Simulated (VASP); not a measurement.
Calculation: PBE GGA with D3 dispersion (zero damping), VASP's PBE PAW potentials (set 64) (plane waves; VASP 6.6.1).

VASP input:

**INCAR**
```
ALGO = Normal
EDIFF = 1E-7
ENCUT = 520
GGA = PE
ISIF = 2
ISMEAR = -5
IVDW = 11
LASPH = .TRUE.
LCHARG = .TRUE.
LMAXMIX = 4
LORBIT = 11
LREAL = .FALSE.
LWAVE = .FALSE.
NEDOS = 601
NELM = 100
PREC = Accurate
SYSTEM = GaP
```

KPOINTS:
```
Automatic mesh
0
Gamma
9 9 9
0 0 0
```

### POSCAR
```
GaP
2.7353060
  0.0000000000   0.9999999389   0.9999999389
  0.9999999389   0.0000000000   0.9999999389
  0.9999999389   0.9999999389   0.0000000000
Ga P
1 1
Cart
  0.0000000000   0.0000000000   0.0000000000
  0.4999999694   0.4999999694   0.4999999694
```

POTCAR, in this order: Ga_d P (PBE.64 set). Program: vasp_std.

### Question
Predict the energy per atom (σ→0), dispersion energy.

### Answer

The energy per atom (σ→0) is -4.760 eV/atom. The dispersion energy comes out as -0.396 eV.

File OSZICAR:
```
...
DAV:   8    -0.912269286559E+01   -0.90085E-04   -0.14298E-02  1068   0.179E+00    0.161E-01
DAV:   9    -0.912306462650E+01   -0.37176E-03   -0.15821E-03  1136   0.693E-01    0.894E-02
DAV:  10    -0.912312881700E+01   -0.64190E-04   -0.13205E-04  1340   0.125E-01    0.432E-02
DAV:  11    -0.912320154348E+01   -0.72726E-04   -0.10902E-04  1000   0.109E-01    0.676E-03
DAV:  12    -0.912320084362E+01    0.69987E-06   -0.43385E-06  1232   0.351E-02    0.264E-03
DAV:  13    -0.912320125362E+01   -0.41000E-06   -0.13553E-06  1050   0.116E-02    0.170E-03
DAV:  14    -0.912320119442E+01    0.59200E-07   -0.86706E-08   725   0.398E-03
   1 F= -.95192289E+01 E0= -.95192289E+01  d E =0.000000E+00
```

The compound is GaP in the zinc blende structure. It was relaxed first.
